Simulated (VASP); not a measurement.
# MnHg (P4/mmm) in VASP: single point with PBE

Aim: the single point of MnHg with PBE.

Program: VASP 6.6.1. These are calculated values, not measurements. Logs are shortened: lines on timing, memory, paths and dates and some standing lists are left out, and cuts for length are marked.

**1. The structure**

It takes space group P4/mmm (No. 123, tetragonal). Conventional cell: a = 3.288 Å, b = 3.288 Å, c = 3.313 Å, α = 90.00°, β = 90.00°, γ = 90.00°. Around Mn (site symmetry 4/mmm) lie 8 Hg at 2.85 Å. Around Hg (site symmetry 4/mmm) lie 8 Mn at 2.85 Å.

**2. Single point, PBE, collinear spin, typed start**

File INCAR:

```
SYSTEM = MnHg
PREC = Accurate
ENCUT = 520
EDIFF = 1E-6
ISMEAR = 0
SIGMA = 0.1
LREAL = .False.
LASPH = .True.
NELM = 150
ALGO = Fast
ISIF = 2
LWAVE = .False.
LCHARG = .True.
ISPIN = 2
MAGMOM = 4 0
LORBIT = 11
LMAXMIX = 4
GGA = PE
LELF = .True.
LVHAR = .True.
NBANDS = 24
```

File KPOINTS:

```
Automatic mesh
0
Gamma
  6 6 6
  0 0 0
```

File POSCAR:

```
MnHg
1.0
    3.2880000000      0.0000000000      0.0000000000
    0.0000000000      3.2880000000      0.0000000000
    0.0000000000      0.0000000000      3.3130000000
Mn Hg
1 1
Direct
    0.5000000000      0.5000000000      0.5000000000
    0.0000000000      0.0000000000      0.0000000000
```

Potentials or basis: VASP PAW PBE potentials, release 64 (Mn_pv, Hg).

Launch:

```console
> cat potpaw_PBE.64/Mn_pv/POTCAR potpaw_PBE.64/Hg/POTCAR > POTCAR
> mpirun -np 1 vasp_std > vasp.out
```

OUTCAR:

```text
SYSTEM = MnHg
   PREC = Accurate
   ENCUT = 520
   EDIFF = 1E-6
   ISMEAR = 0
   LREAL = .False.
   LASPH = .True.
   NELM = 150
   ISIF = 2
   ISPIN = 2
   LORBIT = 11
   GGA = PE

 ion  position               nearest neighbor table
   1  0.500  0.500  0.500-   2 2.85   2 2.85   2 2.85   2 2.85   2 2.85   2 2.85   2 2.85   2 2.85

   2  0.000  0.000  0.000-   1 2.85   1 2.85   1 2.85   1 2.85   1 2.85   1 2.85   1 2.85   1 2.85

  LATTYP: Found a simple tetragonal cell.
 ALAT       =     3.2880000000
 C/A-ratio  =     1.0076034063

  Lattice vectors:

 A1 = (   3.2880000000,   0.0000000000,   0.0000000000)
 A2 = (   0.0000000000,   3.2880000000,   0.0000000000)
 A3 = (   0.0000000000,   0.0000000000,   3.3130000000)

Analysis of symmetry for initial positions (statically):
=====================================================================
 Subroutine PRICEL returns:
 Original cell was already a primitive cell.

 Routine SETGRP: Setting up the symmetry group for a
 simple tetragonal supercell.

 Subroutine GETGRP returns: Found 16 space group operations
 (whereof 16 operations were pure point group operations)
 out of a pool of 16 trial point group operations.

The static configuration has the point symmetry D_4h.

Analysis of symmetry for dynamics (positions and initial velocities):
=====================================================================
 Subroutine PRICEL returns:
 Original cell was already a primitive cell.

 Routine SETGRP: Setting up the symmetry group for a
 simple tetragonal supercell.

 Subroutine GETGRP returns: Found 16 space group operations
 (whereof 16 operations were pure point group operations)
 out of a pool of 16 trial point group operations.

The dynamic configuration has the point symmetry D_4h.

Analysis of structural, dynamic, and magnetic symmetry:
=====================================================================
 Subroutine PRICEL returns:
 Original cell was already a primitive cell.

 Routine SETGRP: Setting up the symmetry group for a
 simple tetragonal supercell.

 Subroutine GETGRP returns: Found 16 space group operations
 (whereof 16 operations were pure point group operations)
 out of a pool of 16 trial point group operations.

The overall configuration has the point symmetry D_4h.

 Subroutine INISYM returns: Found 16 space group operations
 (whereof 16 operations are pure point group operations),
 and found     1 'primitive' translations

----------------------------------------------------------------------------------------
[... 117 lines left out ...]
   LORBIT       =     11    0 simple, 1 ext, 2 COOP (PROOUT), +10 PAW based schemes
   GGA     = PE    functional components
   LHFCALC =     F    Hartree Fock is set to
   AEXX    =    0.0000 exact exchange contribution
   IVDW    =     0    specifies the selected vdW correction
   LEPSILON=     F    determine dielectric tensor
   LRPA    =     F    only Hartree local field effects (RPA)
 spin polarized calculation
 RMM-DIIS sequential band-by-band and
 Gauss-broadening in eV      SIGMA  =   0.10
  energy-cutoff  :      520.00
  volume of cell :       35.82
 maximum number of plane-waves:       976
   NGX = 13   NGY = 13   NGZ = 13

 number of electron      25.0000000 magnetization       3.8812800

 Free energy of the ion-electron system (eV)
  ---------------------------------------------------
  ext. energy  EPLUGINS =         0.00000000
  ---------------------------------------------------
  free energy    TOTEN  =        -8.47939998 eV

  energy without entropy =       -8.46634320  energy(sigma->0) =       -8.47287159

 E-fermi :   5.7399     XC(G=0): -11.7761

 val. band max:        5.7294935584   @ k =   0.1667   0.0000   0.1667
 cond. band min:       5.7486982612   @ k =   0.0000   0.0000   0.1667
 fundamental gap:      0.0192047028
 Fermi energy:         5.7398967729

 spin component 1

 k-point     1 :       0.0000    0.0000    0.0000
  band No.  band energies     occupation
      1     -44.4520      1.00000
      2     -44.4445      1.00000
      3     -44.4445      1.00000
      4      -4.0835      1.00000
      5      -2.6675      1.00000
      6      -2.6570      1.00000
[... 637 lines left out ...]
     23      24.0960      0.00000
     24      24.3777      0.00000

 [... further k-points ...]

 spin component 2

 k-point     1 :       0.0000    0.0000    0.0000
  band No.  band energies     occupation
      1     -40.4389      1.00000
      2     -40.4341      1.00000
      3     -40.4341      1.00000
      4      -3.8676      1.00000
      5      -2.6490      1.00000
      6      -2.6363      1.00000
[... 637 lines left out ...]
     23      24.6762      0.00000
     24      24.7905      0.00000

 [... further k-points ...]

------------------------ aborting loop because EDIFF is reached ----------------------------------------

  FORCE on cell =-STRESS in cart. coord.  units (eV):
  Direction    XX          YY          ZZ          XY          YZ          ZX
  --------------------------------------------------------------------------------------
  -------------------------------------------------------------------------------------
  Total        0.5451361      0.5451361      0.4704064      0.0000000      0.0000000     -0.0000000
  in kB       24.3854322     24.3854322     21.0425699      0.0000000      0.0000000     -0.0000000
  external PRESSURE =      23.2711447 kB  Pullay stress =       0.0000000 kB

 VOLUME and BASIS-vectors are now :
 -----------------------------------------------------------------------------
  energy-cutoff  :      520.00
  volume of cell :       35.82
      direct lattice vectors                 reciprocal lattice vectors
     3.288000000  0.000000000  0.000000000     0.304136253  0.000000000  0.000000000
     0.000000000  3.288000000  0.000000000     0.000000000  0.304136253  0.000000000
     0.000000000  0.000000000  3.313000000     0.000000000  0.000000000  0.301841232

 POSITION                                       TOTAL-FORCE (eV/Angst)
 -----------------------------------------------------------------------------------
      1.64400      1.64400      1.65650         0.000000      0.000000      0.000000
      0.00000      0.00000      0.00000         0.000000      0.000000      0.000000
 -----------------------------------------------------------------------------------
    total drift:                                0.000000      0.000000     -0.000000

  FREE ENERGIE OF THE ION-ELECTRON SYSTEM (eV)
  ---------------------------------------------------
  free  energy   TOTEN  =        -8.4793999777 eV

  energy  without entropy=       -8.4663432009  energy(sigma->0) =       -8.47287159

 total charge

# of ion       s       p       d       tot
------------------------------------------
    1        0.253   6.178   4.987  11.418
    2        0.820   0.527   9.256  10.604
--------------------------------------------------
tot          1.073   6.705  14.243  22.022

 magnetization (x)

# of ion       s       p       d       tot
------------------------------------------
    1        0.028   0.015   3.749   3.793
    2       -0.040  -0.059   0.050  -0.049
--------------------------------------------------
tot         -0.012  -0.044   3.799   3.744
```

OSZICAR:

```text
N       E                     dE             d eps       ncg     rms          rms(c)
DAV:   1     0.231301909690E+03    0.23130E+03   -0.13747E+04  3888   0.117E+03
DAV:   2    -0.159151831180E+01   -0.23289E+03   -0.22123E+03  3984   0.341E+02
DAV:   3    -0.891009772584E+01   -0.73186E+01   -0.72950E+01  4480   0.681E+01
DAV:   4    -0.896240260185E+01   -0.52305E-01   -0.52301E-01  4464   0.544E+00
DAV:   5    -0.896317325421E+01   -0.77065E-03   -0.77064E-03  4672   0.604E-01    0.101E+01
RMM:   6    -0.866120940182E+01    0.30196E+00   -0.20499E+00  4417   0.108E+01    0.752E+00
RMM:   7    -0.849876603118E+01    0.16244E+00   -0.34922E-01  4290   0.421E+00    0.492E+00
RMM:   8    -0.848005976908E+01    0.18706E-01   -0.20147E-02  4342   0.960E-01    0.262E+00
RMM:   9    -0.847920093438E+01    0.85883E-03   -0.36169E-03  4315   0.508E-01    0.879E-01
RMM:  10    -0.847929467777E+01   -0.93743E-04   -0.11806E-03  4547   0.334E-01    0.109E-01
RMM:  11    -0.847938087932E+01   -0.86202E-04   -0.15457E-04  4607   0.111E-01    0.399E-02
RMM:  12    -0.847939443187E+01   -0.13553E-04   -0.20690E-05  4422   0.468E-02    0.212E-02
RMM:  13    -0.847939973829E+01   -0.53064E-05   -0.72827E-06  4300   0.259E-02    0.461E-03
RMM:  14    -0.847939997774E+01   -0.23945E-06   -0.10843E-06  3062   0.947E-03
   1 F= -.84794000E+01 E0= -.84728716E+01  d E =-.130568E-01  mag=     3.8814
```

It took 41 s on 1 thread of Intel Xeon Platinum 8259CL at 2.50GHz (Skylake/Cascade Lake), shared host; peak memory 0.19 GiB.

Results:

| Property | Result |
| --- | --- |
| Free energy | -8.4794 eV |
| Pressure | 2.3 GPa |
| Band gap on the k mesh | none (metal or under the smearing width) |
| Net moment | 3.88 μB per cell |
| Site moments | Mn +3.79; Hg -0.05 μB |
| Valence electrons inside the program's atomic spheres | Mn 11.42; Hg 10.60 |

Spin-orbit coupling is left out, which matters for the levels of Hg.
